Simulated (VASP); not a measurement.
Crystal: TaN.

```
Ta N
1.0
     4.36000    0.00000    0.00000
     0.00000    4.36000    0.00000
     0.00000    0.00000    4.36000
Ta N
4 4
Direct
  0.00000 0.00000 0.00000
  0.00000 0.50000 0.50000
  0.50000 0.00000 0.50000
  0.50000 0.50000 0.00000
  0.50000 0.50000 0.50000
  0.00000 0.00000 0.50000
  0.00000 0.50000 0.00000
  0.50000 0.00000 0.00000
```

The cell was built by a generator and needn't be a form met in nature.

```yaml
Program: VASP 6.6.1
Task: relaxation of cell and atoms
Functional: PBE
Potentials_or_basis: VASP PAW PBE potentials, release 64 (Ta_pv, N)
Cutoff: 600 eV
k_mesh: 5 × 5 × 5
Occupations: fermi-dirac, width 0.1 eV
Spin: no spin polarisation
```

At the start: pressure 14.5 GPa; volume 10.36 Å³/atom.

**Question.** How do energy, volume and symmetry change on relaxing?

**Answer.** Over 4 steps the energy falls by 18.4 meV/atom and the volume is 10.78 Å³/atom (+4.1 %); space group Fm-3m (No. 225, to 0.05 Å).

The path:
| step | energy change (eV) | largest force (eV/Å) | pressure (GPa) | volume (Å³) |
| --- | --- | --- | --- | --- |
| 1 | 0.0000 | 0.0000 | 14.49 | 82.88 |
| 2 | 0.5614 | 0.0000 | -24.91 | 94.63 |
| 3 | -0.1471 | 0.0000 | -0.44 | 86.38 |
| 4 | -0.1473 | 0.0000 | -0.02 | 86.27 |

Final structure:
```cif
data_structure
_symmetry_space_group_name_H-M 'P 1'
_symmetry_Int_Tables_number 1
_cell_length_a 4.4186
_cell_length_b 4.4186
_cell_length_c 4.4186
_cell_angle_alpha 90.000
_cell_angle_beta 90.000
_cell_angle_gamma 90.000
_cell_volume 86.27
loop_
_atom_site_label
_atom_site_type_symbol
_atom_site_fract_x
_atom_site_fract_y
_atom_site_fract_z
_atom_site_occupancy
Ta1 Ta 0.00000 0.00000 0.00000 1
Ta2 Ta 0.00000 0.50000 0.50000 1
Ta3 Ta 0.50000 0.00000 0.50000 1
Ta4 Ta 0.50000 0.50000 0.00000 1
N1 N 0.50000 0.50000 0.50000 1
N2 N 0.00000 0.00000 0.50000 1
N3 N 0.00000 0.50000 0.00000 1
N4 N 0.50000 0.00000 0.00000 1
```
